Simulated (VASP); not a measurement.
A run of VASP 6.6.1 is set up as follows.

File POSCAR:

```
H3SNO2
1.0
    6.4728650000      0.0000000000      0.0000000000
    0.0000000000      6.4728650000      0.0000000000
    0.0000000000      0.0000000000      6.4728650000
S O N H
3 6 3 9
Direct
    0.2532263534      0.4328994966      0.0622444621
    0.9855450407      0.1472300133      0.6352673816
    0.6517670305      0.6965385498      0.2724604947
    0.3188850687      0.2981060164      0.2257114894
    0.2992646996      0.6522923002      0.1082210119
    0.9312877682      0.3339942977      0.7488646836
    0.8187255566     -0.0049746133      0.6456491832
    0.6879642940      0.8840443915      0.1559587601
    0.7776927218      0.5202642107      0.2285386765
    0.1388102486      0.6984542394      0.4895050337
    0.4871876673      0.4527670514      0.7635722358
    0.2485143750      0.0209798907      0.8421155084
   -0.0016376056      0.7043094518      0.5580527324
    0.1644403212      0.8047750108      0.3846210295
    0.1625246317      0.5470993138      0.4379204572
    0.5980968242      0.5278806216      0.8456379053
    0.5552718927      0.3338089084      0.6886440548
    0.4109308629      0.5487369194      0.6720980586
    0.3872164799      0.1009135831      0.8532234181
    0.1886799740      0.0095629988      0.9935476794
    0.2743916334     -0.1196997002      0.7770284101
```

INCAR.step1

```
SYSTEM = H3SNO2
PREC = Accurate
ENCUT = 520
ISMEAR = -1
SIGMA = 0.05
LREAL = Auto
LASPH = .True.
NELM = 60
NBANDS = 55
GGA = PE
ALGO = Normal
EDIFF = 1E-4
LWAVE = .True.
LCHARG = .False.
```

File INCAR.step2:

```
SYSTEM = H3SNO2
PREC = Accurate
ENCUT = 520
EDIFF = 1E-6
ISMEAR = -1
SIGMA = 0.05
LREAL = Auto
LASPH = .True.
NELM = 60
ALGO = Normal
ISIF = 2
LWAVE = .False.
LCHARG = .False.
METAGGA = R2SCAN
LMIXTAU = .True.
IVDW = 12
VDW_S6 = 1.0
VDW_S8 = 0.78981345
VDW_A1 = 0.49484001
VDW_A2 = 5.73083694
NBANDS = 55
ISTART = 1
```

File KPOINTS:

```
regular mesh
0
Gamma
  1 1 1
  0 0 0
```

Potentials or basis: VASP PAW PBE potentials, release 64 (S, O, N, H).

Launch:

```console
$ cat potpaw_PBE.64/S/POTCAR potpaw_PBE.64/O/POTCAR potpaw_PBE.64/N/POTCAR potpaw_PBE.64/H/POTCAR > POTCAR
$ cp INCAR.step1 INCAR
$ mpirun -np 1 vasp_gam > vasp.out
$ cp INCAR.step2 INCAR
$ mpirun -np 1 vasp_gam > vasp.out
```

(1) Predict the dispersion energy per atom.

(2) What does it give for the largest force?

(3) What does it give for the band gap on the k mesh?

## Answers

(1) -0.033 eV.

(2) 3.155 eV/Å.

(3) 2.81 eV, direct.

Caveat: the PAW data sets were made with another functional, which shifts forces and pressure a little.
